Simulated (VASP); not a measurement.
Data:

```
CELL_PARAMETERS angstrom
      0.00000     2.59093     2.59093
      2.59093     0.00000     2.59093
      2.59093     2.59093     0.00000
ATOMIC_POSITIONS crystal
  Be 0.00000 0.00000 0.00000
  Se 0.25000 0.25000 0.25000
```

Level of theory: optB88-vdW, VASP's PBE PAW potentials (set 64) (plane waves; VASP). Numerical set-up: 520 eV cut-off, Gaussian smearing of 0.050 eV, potentials Be Se.

Problem. Give the energies of bands 2 to 7 at the high-symmetry points, in eV from the valence-band maximum.

Solution. 
| band | Γ | X | U | L | W |
|---|---|---|---|---|---|
| 2 | 0.00 | -4.91 | -4.50 | -5.50 | -4.26 |
| 3 | 0.00 | -2.54 | -3.85 | -1.03 | -3.65 |
| 4 | 0.00 | -2.54 | -2.12 | -1.03 | -3.14 |
| 5 | 4.27 | 2.77 | 3.87 | 4.34 | 6.20 |
| 6 | 5.10 | 4.31 | 6.86 | 6.05 | 7.13 |
| 7 | 5.10 | 11.58 | 9.66 | 6.05 | 7.44 |

The gap is indirect, 2.77 eV, from the valence maximum at Γ to the conduction minimum at X.

Measured: gap 4.00 eV (computed value off by -1.23 eV), as given by Das et al., (2018), arXiv:1807.05623.

The compound is BeSe in the zinc blende structure. It was relaxed first.
